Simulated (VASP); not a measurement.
# Mesh, vacuum, cutoff and functional for Ir(110), part 2 of 5

Wanted: the error that each setting leaves in the work function or ionisation potential of Ir(110).

VASP 6.6.1, plane waves and PAW; the level of theory is named at each step.

So far, highest filled level below the vacuum (eV): step 2 (the base run) 5.06.

## (3) Another mesh, mesh points along a 2, k-mesh 2×3×1

Level of this step: PBE; plane waves and PAW (Ir) (VASP).

The mesh decides how well the Fermi level or the band edge is found.

Contents of INCAR:

```
SYSTEM = Ir
PREC = Normal
ENCUT = 350
EDIFF = 1E-06
NELM = 120
ISMEAR = 1
SIGMA = 0.1
LREAL = .FALSE.
ALGO = Normal
GGA = PE
NBANDS = 39
LORBIT = 11
LWAVE = .FALSE.
LCHARG = .FALSE.
NCORE = 4
IDIPOL = 3
LDIPOL = .TRUE.
DIPOL = 0.5 0.5 0.5
LVHAR = .TRUE.
LVACPOTAV = .TRUE.
```

Contents of POSCAR:

```
Ir
1.0
    3.8400000000      0.0000000000      0.0000000000
    0.0000000000      2.7152900398      0.0000000000
    0.0000000000      0.0000000000     26.1458701193
Ir
7
Direct
    0.0000000000      0.0000000000      0.3442226233
    0.5000000000      0.5000000000      0.3961484155
    0.0000000000      0.0000000000      0.4480742078
    0.5000000000      0.5000000000      0.5000000000
    0.0000000000      0.0000000000      0.5519257922
    0.5000000000      0.5000000000      0.6038515845
    0.0000000000      0.0000000000      0.6557773767
```

Contents of KPOINTS:

```
Automatic mesh
0
Gamma
2 3 1
0 0 0
```

PAW data sets: Ir (PBE family, release 64).

Launch:

```sh
mpirun -np 4 vasp_std
```

The log of the run:

```text
[banner, memory and clock lines left out]
running    4 mpi-ranks, on    1 nodes
 distrk:  each k-point on    4 cores,    1 groups
 distr:  one band on    4 cores,    1 groups

 POSCAR found type information on POSCAR Ir
 POSCAR found :  1 types and       7 ions
 LDA part: xc-table for (Slater+PW92), standard interpolation
 POSCAR, INCAR and KPOINTS ok, starting setup
 FFT: planning ... GRIDC
 FFT: planning ... GRID_SOFT
 FFT: planning ... GRID
 WAVECAR not read
 entering main loop
       N       E                     dE             d eps       ncg     rms          rms(c)
DAV:   1     0.488806930808E+03    0.48881E+03   -0.20880E+04   312   0.101E+03
DAV:   2    -0.142589430260E+02   -0.50307E+03   -0.46109E+03   340   0.373E+02
DAV:   3    -0.578015257011E+02   -0.43543E+02   -0.39474E+02   424   0.102E+02
DAV:   4    -0.603358813530E+02   -0.25344E+01   -0.24360E+01   394   0.248E+01
DAV:   5    -0.604461830729E+02   -0.11030E+00   -0.10649E+00   452   0.421E+00    0.352E+01
DAV:   6    -0.586005614444E+02    0.18456E+01   -0.12484E+01   481   0.280E+01    0.237E+01
DAV:   7    -0.898546542191E+02   -0.31254E+02   -0.14771E+02   554   0.100E+02    0.471E+01
DAV:   8    -0.692026723086E+02    0.20652E+02   -0.33735E+01   490   0.414E+01    0.266E+01
DAV:   9    -0.626791932451E+02    0.65235E+01   -0.25095E+01   491   0.502E+01    0.212E+01
DAV:  10    -0.563055112932E+02    0.63737E+01   -0.10999E+01   513   0.320E+01    0.509E+00
DAV:  11    -0.563833351417E+02   -0.77824E-01   -0.24364E+00   459   0.100E+01    0.327E+00
DAV:  12    -0.562819312051E+02    0.10140E+00   -0.23016E-01   483   0.469E+00    0.195E+00
DAV:  13    -0.562692840609E+02    0.12647E-01   -0.19240E-02   434   0.978E-01    0.170E+00
DAV:  14    -0.562771144836E+02   -0.78304E-02   -0.27270E-02   451   0.128E+00    0.167E+00
DAV:  15    -0.562674314417E+02    0.96830E-02   -0.59375E-03   521   0.668E-01    0.111E+00
DAV:  16    -0.562590928898E+02    0.83386E-02   -0.86431E-03   482   0.758E-01    0.430E-01
DAV:  17    -0.562590232918E+02    0.69598E-04   -0.19955E-03   343   0.206E-01    0.384E-01
DAV:  18    -0.562581594619E+02    0.86383E-03   -0.98503E-04   506   0.257E-01    0.162E-01
DAV:  19    -0.562580218105E+02    0.13765E-03   -0.85781E-04   451   0.221E-01    0.125E-01
DAV:  20    -0.562579982016E+02    0.23609E-04   -0.57295E-05   380   0.542E-02    0.882E-02
DAV:  21    -0.562579859455E+02    0.12256E-04   -0.77763E-05   506   0.646E-02    0.164E-02
DAV:  22    -0.562580049660E+02   -0.19020E-04   -0.11020E-05   319   0.195E-02    0.104E-02
DAV:  23    -0.562580304636E+02   -0.25498E-04   -0.90644E-06   371   0.226E-02    0.357E-02
DAV:  24    -0.562580424827E+02   -0.12019E-04   -0.18362E-05   411   0.371E-02    0.686E-03
DAV:  25    -0.562580524855E+02   -0.10003E-04   -0.11215E-06   213   0.752E-03    0.356E-03
DAV:  26    -0.562580649517E+02   -0.12466E-04   -0.15198E-06   215   0.478E-03    0.559E-03
DAV:  27    -0.562580679777E+02   -0.30260E-05   -0.51653E-07   214   0.606E-03    0.171E-03
DAV:  28    -0.562580694226E+02   -0.14449E-05   -0.15065E-07   170   0.198E-03    0.138E-03
DAV:  29    -0.562580707655E+02   -0.13429E-05   -0.18532E-07   199   0.306E-03    0.129E-03
DAV:  30    -0.562580718624E+02   -0.10968E-05   -0.91687E-08   184   0.132E-03    0.977E-04
DAV:  31    -0.562580723884E+02   -0.52602E-06   -0.38982E-08   177   0.873E-04
 [... a notice as in an earlier step ...]

   1 F= -.56258072E+02 E0= -.56257502E+02  d E =-.171080E-02
```

Elapsed: 10 s, on 4 MPI ranks of AMD EPYC 7R43, shared host; peak memory 0.32 GiB; 38 s of CPU time.

OUTCAR, selected parts (step 3):

```text
The static configuration has the point symmetry D_2h.

 Found      4 irreducible k-points:

   k-points           NKPTS =      4   k-points in BZ     NKDIM =      4   number of bands    NBANDS=     39

   NELECT =      63.0000    total number of electrons

 E-fermi :   0.5250

 k-point     1 :       0.0000    0.0000    0.0000
  band No.  band energies     occupation
    ...
     28      -0.6793      2.00000
     29      -0.5314      2.00000
     30      -0.3230      2.00000
     31      -0.2051      2.00000
     32      -0.0755      2.00000
     33       0.5861      0.15059
     34       0.7301     -0.01353
     35       0.9872     -0.00000
     36       0.9917     -0.00000
     37       1.2487     -0.00000
    ...

 k-point     2 :       0.5000    0.0000    0.0000
  band No.  band energies     occupation
    ...
     28      -0.6477      2.00000
     29      -0.3358      2.00000
     30      -0.0107      2.00000
     31       0.5207      1.07417
     32       0.5225      1.04242
     33       0.6384     -0.06805
     34       0.8332     -0.00012
     35       0.8569     -0.00003
     36       0.8645     -0.00002
     37       0.9655     -0.00000
    ...

  Total       -6.7522414     10.5916113     -4.7512069      0.0000000      0.0000000      0.0000000
  in kB      -39.6833191     62.2475219    -27.9231218      0.0000000      0.0000000      0.0000000
  external PRESSURE =      -1.7863063 kB  Pullay stress =       0.0000000 kB

 POSITION                                       TOTAL-FORCE (eV/Angst)
 -----------------------------------------------------------------------------------
      0.00000      0.00000      9.00000         0.000000      0.000000      1.770730
      1.92000      1.35765     10.35765        -0.000000     -0.000000     -1.744190
      0.00000      0.00000     11.71529        -0.000000      0.000000     -0.148414
      1.92000      1.35765     13.07294        -0.000000      0.000000      0.000000
      0.00000      0.00000     14.43058        -0.000000      0.000000      0.148414
      1.92000      1.35765     15.78823        -0.000000      0.000000      1.744190
      0.00000      0.00000     17.14587         0.000000     -0.000000     -1.770730
 -----------------------------------------------------------------------------------
    total drift:                                0.000000     -0.000000     -0.000000

  FREE ENERGIE OF THE ION-ELECTRON SYSTEM (eV)
  ---------------------------------------------------
  free  energy   TOTEN  =       -56.2580723884 eV

  energy  without entropy=      -56.2563615860  energy(sigma->0) =      -56.25750212

 vacuum level on the upper side and lower side of the slab         5.561         5.561

 total charge
# of ion       s       p       d       tot
------------------------------------------
    1        0.635   0.470   6.896   8.001
    2        0.672   0.714   6.867   8.253
    3        0.677   0.751   6.946   8.374
    4        0.685   0.737   6.966   8.388
    5        0.677   0.751   6.946   8.374
    6        0.672   0.714   6.867   8.253
    7        0.635   0.470   6.896   8.001
--------------------------------------------------
tot          4.653   4.608  48.384  57.645

[... 7 parts as in an earlier step ...]

[... 4 further parts left out ...]
```

This step gave:

- electronic cycles: 31
- free energy (TOTEN): -56.2581 eV
- energy at zero smearing: -56.2575 eV
- Fermi energy: 0.525 eV
- vacuum levels: 5.561, 5.561 eV
- work functions of the upper and lower face: 5.036, 5.036 eV
- highest filled level below the vacuum: 5.036 eV

Force by atom:

| atom | x (eV/Å) | y (eV/Å) | z (eV/Å) | size |
| --- | --- | --- | --- | --- |
| Ir1 | 0.00 | 0.00 | 1.77 | 1.77 |
| Ir2 | 0.00 | 0.00 | -1.74 | 1.74 |
| Ir3 | 0.00 | 0.00 | -0.15 | 0.15 |
| Ir4 | 0.00 | 0.00 | 0.00 | 0.00 |
| Ir5 | 0.00 | 0.00 | 0.15 | 0.15 |
| Ir6 | 0.00 | 0.00 | 1.74 | 1.74 |
| Ir7 | 0.00 | 0.00 | -1.77 | 1.77 |

Against the base run its depth below the vacuum changes by -0.02 eV and the energy by +249.1 meV an atom.

## (4) Another mesh, mesh points along a 4, k-mesh 4×5×1

INCAR: that of step 3 with these lines changed.

```diff
@@ -14,3 +14,4 @@
 LCHARG = .FALSE.
-NCORE = 4
+KPAR = 2
+NCORE = 2
 IDIPOL = 3
```

POSCAR is that of step 3.

Contents of KPOINTS:

```
Automatic mesh
0
Gamma
4 5 1
0 0 0
```

Launch:

```sh
mpirun -np 4 vasp_std
```

The log of the run:

```text
[banner, memory and clock lines left out]
running    4 mpi-ranks, on    1 nodes
[...]
LDA part: xc-table for (Slater+PW92), standard interpolation
 POSCAR, INCAR and KPOINTS ok, starting setup
[...]
entering main loop
       N       E                     dE             d eps       ncg     rms          rms(c)
DAV:   1     0.494473695162E+03    0.49447E+03   -0.20877E+04   702   0.101E+03
DAV:   2    -0.134717191145E+02   -0.50795E+03   -0.46966E+03   737   0.381E+02
DAV:   3    -0.588037499128E+02   -0.45332E+02   -0.40045E+02   956   0.979E+01
DAV:   4    -0.616377688958E+02   -0.28340E+01   -0.26870E+01   910   0.258E+01
[...]
DAV:  26    -0.578231840292E+02   -0.70735E-05   -0.12758E-06   485   0.616E-03    0.128E-03
DAV:  27    -0.578231867937E+02   -0.27644E-05   -0.43367E-07   436   0.634E-03    0.462E-03
DAV:  28    -0.578231874236E+02   -0.62989E-06   -0.12224E-07   372   0.353E-03
 [... a notice as in an earlier step ...]

   1 F= -.57823187E+02 E0= -.57821690E+02  d E =-.449197E-02
```

Wall time 19 s (4 MPI ranks); peak memory 0.48 GiB.

OUTCAR, selected parts (step 4):

```text
  Total       -1.2685027     -3.4098276     -2.2543785      0.0000000      0.0000000      0.0000000
  in kB       -7.4550650    -20.0397572    -13.2491146      0.0000000      0.0000000      0.0000000
  external PRESSURE =     -13.5813123 kB  Pullay stress =       0.0000000 kB

 POSITION                                       TOTAL-FORCE (eV/Angst)
 -----------------------------------------------------------------------------------
      0.00000      0.00000      9.00000         0.000000      0.000000      1.033554
      1.92000      1.35765     10.35765         0.000000     -0.000000     -1.135476
      0.00000      0.00000     11.71529         0.000000      0.000000     -0.072601
      1.92000      1.35765     13.07294         0.000000      0.000000      0.000000
      0.00000      0.00000     14.43058        -0.000000      0.000000      0.072601
      1.92000      1.35765     15.78823         0.000000      0.000000      1.135476
      0.00000      0.00000     17.14587         0.000000      0.000000     -1.033554
 -----------------------------------------------------------------------------------
    total drift:                                0.000000     -0.000000     -0.000000

  FREE ENERGIE OF THE ION-ELECTRON SYSTEM (eV)
  ---------------------------------------------------
  free  energy   TOTEN  =       -57.8231874236 eV

  energy  without entropy=      -57.8186954518  energy(sigma->0) =      -57.82169010

[... 1 part as in an earlier step ...]

[... 2 further parts left out ...]
[key lines of the parts left out:]
E-fermi :   0.5050
```

Against the base run its depth below the vacuum changes by +0.00 eV and the energy by +25.7 meV an atom.

## (5) Another mesh, mesh points along a 10, k-mesh 10×14×1

INCAR: that of step 4 with these lines changed.

```diff
@@ -14,4 +14,3 @@
 LCHARG = .FALSE.
-KPAR = 2
-NCORE = 2
+KPAR = 4
 IDIPOL = 3
```

POSCAR is that of step 4.

Contents of KPOINTS:

```
Automatic mesh
0
Gamma
10 14 1
0 0 0
```

Launch:

```sh
mpirun -np 4 vasp_std
```

The log of the run:

```text
[... set-up lines as in an earlier step ...]
 entering main loop
       N       E                     dE             d eps       ncg     rms          rms(c)
DAV:   1     0.493769049546E+03    0.49377E+03   -0.20956E+04  3744   0.101E+03
DAV:   2    -0.138215713559E+02   -0.50759E+03   -0.47001E+03  4047   0.379E+02
DAV:   3    -0.590926432654E+02   -0.45271E+02   -0.41084E+02  5012   0.100E+02
DAV:   4    -0.617307981539E+02   -0.26382E+01   -0.25031E+01  4902   0.256E+01
[...]
DAV:  26    -0.579959921486E+02   -0.18090E-05   -0.80926E-07  2316   0.488E-03    0.813E-04
DAV:  27    -0.579959946418E+02   -0.24932E-05   -0.49826E-07  2366   0.346E-03    0.320E-03
DAV:  28    -0.579959952956E+02   -0.65387E-06   -0.12080E-07  1942   0.265E-03
 [... a notice as in an earlier step ...]

   1 F= -.57995995E+02 E0= -.57995557E+02  d E =-.131637E-02
```

Run time: 84 s. Hardware: 4 MPI ranks; peak memory 1.1 GiB; 5.5 min of CPU time.

From OUTCAR (step 5):

```text
  Total       -1.5775607     -2.8862514     -2.9897735     -0.0000000      0.0000000      0.0000000
  in kB       -9.2714170    -16.9626691    -17.5710747     -0.0000000      0.0000000      0.0000000
  external PRESSURE =     -14.6017203 kB  Pullay stress =       0.0000000 kB

 POSITION                                       TOTAL-FORCE (eV/Angst)
 -----------------------------------------------------------------------------------
      0.00000      0.00000      9.00000         0.000000      0.000000      1.055518
      1.92000      1.35765     10.35765        -0.000000     -0.000000     -1.022069
      0.00000      0.00000     11.71529        -0.000000      0.000000     -0.097903
      1.92000      1.35765     13.07294        -0.000000      0.000000      0.000000
      0.00000      0.00000     14.43058        -0.000000     -0.000000      0.097903
      1.92000      1.35765     15.78823        -0.000000      0.000000      1.022069
      0.00000      0.00000     17.14587        -0.000000      0.000000     -1.055518
 -----------------------------------------------------------------------------------
    total drift:                                0.000000     -0.000000     -0.000000

  FREE ENERGIE OF THE ION-ELECTRON SYSTEM (eV)
  ---------------------------------------------------
  free  energy   TOTEN  =       -57.9959952956 eV

  energy  without entropy=      -57.9946789288  energy(sigma->0) =      -57.99555651

[... 1 part as in an earlier step ...]

[... 2 further parts left out ...]
[key lines of the parts left out:]
E-fermi :   0.5246
```

Against the base run its depth below the vacuum changes by -0.03 eV and the energy by +0.9 meV an atom.

## (6) Comparing the runs

Times are for 4 MPI ranks of AMD EPYC 7R43, shared host. The runs compared:

| no. | mesh points along a | highest filled level below the vacuum (eV) | energy at zero smearing less the lowest (eV) | time | memory (GiB) |
| --- | --- | --- | --- | --- | --- |
| 1 | 2 | 5.036 | 1.738 | 10 s | 0.32 |
| 2 | 4 | 5.064 | 0.1739 | 19 s | 0.48 |
| 3 | 10 | 5.028 | 0 | 84 s | 1.1 |

(Part 2 of 5 ends here.)

[Lines on the potential files, build, host, timing and source positions are cut from VASP's logs without a mark.]

[Logs are printed without paths, hosts, clocks, repeated set-up lines and the standing remarks that a program may print on its own settings, such as how far it seeks lower states.]

[Hosts, paths, dates, database ids (printed as entryN), source tags and the programs' standing remarks are cut or masked in the printed files.]

[In band tables of VASP the shares of atoms and orbitals are scaled to a sum of 1 inside the atoms' spheres.]

[Runs that stopped without an error message from VASP are left out.]
